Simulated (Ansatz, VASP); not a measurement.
Be3Sn: VASP beside Ansatz

Contents of INCAR:

```
SYSTEM = Be3Sn
PREC = Accurate
ENCUT = 520
EDIFF = 1E-6
ISMEAR = 0
SIGMA = 0.1
LREAL = .False.
LASPH = .True.
NELM = 100
ALGO = Fast
ISIF = 2
LWAVE = .False.
LCHARG = .True.
GGA = PE
LELF = .True.
LVHAR = .True.
NBANDS = 18
```

The input KPOINTS:

```
regular mesh
0
Gamma
  8 8 8
  0 0 0
```

Contents of POSCAR:

```
Be3Sn
1.0
   -1.7595401761      1.7595401761      3.9304014324
    1.7595401761     -1.7595401761      3.9304014324
    1.7595401761      1.7595401761     -3.9304014324
Be Sn
3 1
Direct
    0.5000000000      0.5000000000      0.0000000000
    0.2500000000      0.7500000000      0.5000000000
    0.7500000000      0.2500000000      0.5000000000
    0.0000000000      0.0000000000      0.0000000000
```

Input for Ansatz:

```yaml
crystal:
  lattice:
    - [-1.7595401761, 1.7595401761, 3.9304014324]
    - [1.7595401761, -1.7595401761, 3.9304014324]
    - [1.7595401761, 1.7595401761, -3.9304014324]
  atoms:
    - { symbol: Be, position: [0.5, 0.5, 0.0] }
    - { symbol: Be, position: [0.25, 0.75, 0.5] }
    - { symbol: Be, position: [0.75, 0.25, 0.5] }
    - { symbol: Sn, position: [0.0, 0.0, 0.0] }
basis:
  ecutwfc: 420
kpoints:
  mp_grid: { grid: [8, 8, 8] }
hamiltonian:
  xc: pbe
scf:
  occupations: { method: gaussian, width: 0.1 }
  lower_state_search: "off"
output:
  forces: true
  stress: true
  eigenvalues: true
```

Alike in both runs: task single point; functional PBE; k mesh 8 × 8 × 8; occupations gaussian, width 0.1 eV; no spin polarisation.

|  | VASP | Ansatz |
| --- | --- | --- |
| version | VASP 6.6.1 | Ansatz 0.2.0 |
| potentials or method | VASP PAW PBE potentials, release 64 (Be, Sn_d) | scalar-relativistic, plane waves, PAW |
| plane-wave cutoff (eV) | 520 | 420 |
| valence electrons in the cell | 20 | 20 |

```csv
,VASP,Ansatz,Ansatz less VASP
gap on the k mesh at the Fermi level (eV),none,none,-
pressure (GPa),7.9,7.9,-0.04
largest component of the traceless stress (GPa),12.37,12.38,+0.001
```

A gap of «none» marks a metal or a gap that the smearing closes.
